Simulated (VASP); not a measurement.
OSZICAR of a VASP run on FePt (L1_0):

File OSZICAR:
```
       N       E                     dE             d eps       ncg     rms          rms(c)
DAV:   1     0.853390189593E+02    0.85339E+02   -0.63339E+03 32570   0.538E+02
DAV:   2    -0.116582424901E+02   -0.96997E+02   -0.84966E+02 30342   0.150E+02
DAV:   3    -0.161407343143E+02   -0.44825E+01   -0.43163E+01 35512   0.336E+01
DAV:   4    -0.161835866521E+02   -0.42852E-01   -0.42759E-01 38238   0.300E+00
DAV:   5    -0.161841607174E+02   -0.57407E-03   -0.57373E-03 34930   0.367E-01    0.164E+01
DAV:   6    -0.174703239320E+02   -0.12862E+01   -0.89695E+00 37808   0.428E+01    0.246E+01
DAV:   7    -0.149058029824E+02    0.25645E+01   -0.60145E+00 40532   0.398E+01    0.833E+00
DAV:   8    -0.148528660651E+02    0.52937E-01   -0.24337E-01 40430   0.492E+00    0.397E+00
DAV:   9    -0.147841211915E+02    0.68745E-01   -0.82943E-02 45482   0.376E+00    0.160E+00
DAV:  10    -0.147771850279E+02    0.69362E-02   -0.24553E-02 45758   0.179E+00    0.712E-01
DAV:  11    -0.147757131855E+02    0.14718E-02   -0.36102E-03 45804   0.702E-01    0.251E-01
DAV:  12    -0.147755076151E+02    0.20557E-03   -0.28763E-04 42166   0.133E-01    0.815E-02
DAV:  13    -0.147755000878E+02    0.75272E-05   -0.27843E-05 41538   0.574E-02    0.410E-02
DAV:  14    -0.147754979781E+02    0.21098E-05   -0.81289E-06 41062   0.396E-02    0.138E-02
DAV:  15    -0.147754982479E+02   -0.26984E-06   -0.12982E-06 28954   0.118E-02
   1 F= -.14775498E+02 E0= -.14775243E+02  d E =-.766716E-03  mag=     3.3485
```

Q: Which electronic solver shows in the log?

A: It is blocked Davidson (ALGO = Normal, or the opening steps of other solvers). The INCAR had ALGO = Normal.

Q: How was spin treated?

A: Collinear spin (ISPIN = 2): the summary line carries one mag value, 3.35 μB in the cell.

Q: Can the final energy be trusted as converged?

A: The calculation finished and met its thresholds. It stopped with EDIFF = 1E-6, NELM = 100 (PBE GGA, plane waves, VASP's PBE PAW potentials (set 64)).

The compound is FePt in the L1_0 structure. The cell was not relaxed at this level, atoms are displaced from their ideal sites. The run is one of a series of settings (NBANDS = 30 against the base run), some of them coarse on purpose.
